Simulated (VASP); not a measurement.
```yaml
crystal:
  lattice:
    - [2.89000, 0.00000, 0.00000]
    - [0.00000, 2.89000, 0.00000]
    - [0.00000, 0.00000, 2.89000]
  atoms:
    - { symbol: Al, position: [0.50000, 0.50000, 0.50000] }
    - { symbol: Ni, position: [0.00000, 0.00000, 0.00000] }
```

These are PBE GGA, VASP's PBE PAW potentials (set 64) (plane waves; VASP) values and carry that method's errors. Numerical set-up: 400 eV cut-off, 10×10×10 Γ-centred mesh, first-order Methfessel-Paxton smearing of 0.10 eV, potentials Al Ni.

Task: Predict the energy per atom (σ→0), band gap (on the k-mesh) with the smallest direct gap where there is one.

Result: 
- band gap (on the k-mesh) = none (metal, semimetal or under 0.01 eV)
- energy per atom (σ→0) = -5.272 eV/atom

Only differences to runs with the same potentials and settings are physical.

The compound is NiAl in the CsCl type structure. The cell was not relaxed at this level. The run is not spin-polarised, so no magnetic state was tried. The electron count is odd and the run is not spin-polarised, which forces a metal.
